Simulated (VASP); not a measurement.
Computed with PBE GGA with D3 dispersion (Becke-Johnson damping), VASP's PBE PAW potentials (set 64) (plane waves; VASP).

A VASP calculation is set up with these files.

File POSCAR:
```
SrVO3
1.0
  3.7979883126   0.0000000000   0.0000000000
  0.0000000000   3.7979883126   0.0000000000
  0.0000000000   0.0000000000   3.7979883126
Sr V O
1 1 3
Cartesian
  0.0000000000   0.0000000000   0.0000000000
  1.8989941563   1.8989941563   1.8989941563
  1.8989941563   0.0000000000   1.8989941563
  0.0000000000   1.8989941563   1.8989941563
  1.8989941563   1.8989941563   0.0000000000
```

**KPOINTS**
```
Regular mesh
0
Gamma
 8 8 8
```

INCAR:
```
GGA = PE
LASPH = .TRUE.
ALGO = Normal
NELM = 100   ! most electronic steps
IVDW = 12
ENCUT = 520   ! plane-wave cut-off (eV)
ISMEAR = 1   ! Methfessel-Paxton
LCHARG = .FALSE.
LMAXMIX = 4
LREAL = .FALSE.   ! projection in real space or not
EDIFF = 1E-7   ! SCF stop (eV)
ISIF = 2   ! forces and stress, cell fixed
SYSTEM = SrVO3
LWAVE = .FALSE.
SIGMA = 0.1   ! width (eV)
PREC = Accurate
```

POTCAR, in this order: Sr_sv V_sv O (PBE.64 set). Program: vasp_std.

Task: Estimate the energy per atom (σ→0), dispersion energy, pressure, band gap (on the k-mesh).

Result: 
- energy per atom (σ→0) = -8.112 eV/atom
- dispersion energy = -1.377 eV
- band gap (on the k-mesh) = none (metal, semimetal or under 0.01 eV)
- pressure = 6.31 GPa

File OSZICAR:
```
...
DAV:  11    -0.391814726170E+02    0.35778E-02   -0.26678E-02  1840   0.146E+00    0.186E-01
DAV:  12    -0.391814691945E+02    0.34225E-05   -0.15866E-03  2064   0.364E-01    0.909E-02
DAV:  13    -0.391814498135E+02    0.19381E-04   -0.21030E-04  1936   0.123E-01    0.116E-02
DAV:  14    -0.391814514927E+02   -0.16793E-05   -0.29577E-05  2160   0.370E-02    0.110E-02
DAV:  15    -0.391814511225E+02    0.37028E-06   -0.41485E-06  2008   0.178E-02    0.896E-03
DAV:  16    -0.391814509503E+02    0.17219E-06   -0.14210E-06  1840   0.101E-02    0.248E-03
DAV:  17    -0.391814509014E+02    0.48912E-07   -0.87782E-08   888   0.248E-03
   1 F= -.40558322E+02 E0= -.40557570E+02  d E =-.225681E-02
```

The compound is SrVO3 in the cubic perovskite structure. This cell is one point of a volume scan, at 0.97 of the reference volume. The run is not spin-polarised, so no magnetic state was tried. The electron count is odd and the run is not spin-polarised, which forces a metal.
